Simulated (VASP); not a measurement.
Data:

```yaml
crystal:
  lattice:
    - [1.26269, -2.18705, 0.00000]
    - [1.26269, 2.18705, 0.00000]
    - [0.00000, 0.00000, 4.17824]
  atoms:
    - { symbol: B, position: [0.66667, 0.33333, 0.50030] }
    - { symbol: B, position: [0.33333, 0.66667, 0.00030] }
    - { symbol: N, position: [0.66667, 0.33333, 0.87470] }
    - { symbol: N, position: [0.33333, 0.66667, 0.37470] }
```

Calculation: LDA (Ceperley-Alder, Perdew-Zunger), VASP's LDA PAW potentials (set 64) (plane waves; VASP). Run with 520 eV cut-off, Gaussian smearing of 0.050 eV, potentials B N.

Task: Give the energies of bands 3 to 11 at the high-symmetry points, in eV from the valence-band maximum.

Result: 
```
band       Γ      M      K      A       L      H
----  ------  -----  -----  -----  ------  -----
3     -11.18  -9.64  -9.56  -5.80  -10.22  -8.94
4      -2.18  -7.92  -7.25  -5.80  -10.22  -8.94
5      -2.18  -7.04  -7.25  -1.21   -3.88  -8.01
6      -0.29  -5.13  -5.63  -1.21   -3.88  -8.01
7       0.00  -4.59  -5.55  -1.21   -3.66  -3.12
8       0.00  -2.17  -5.55  -1.21   -3.66  -3.12
9       8.33   6.70   4.91   9.68    6.57   9.47
10      8.33   7.88  13.65   9.68    6.57   9.47
11      8.62  10.59  13.65   9.92   10.12  10.06
```

The gap is indirect, 4.91 eV, from the valence maximum at Γ to the conduction minimum at K.

The compound is BN in the wurtzite structure, a metastable high-pressure form. It was relaxed first.
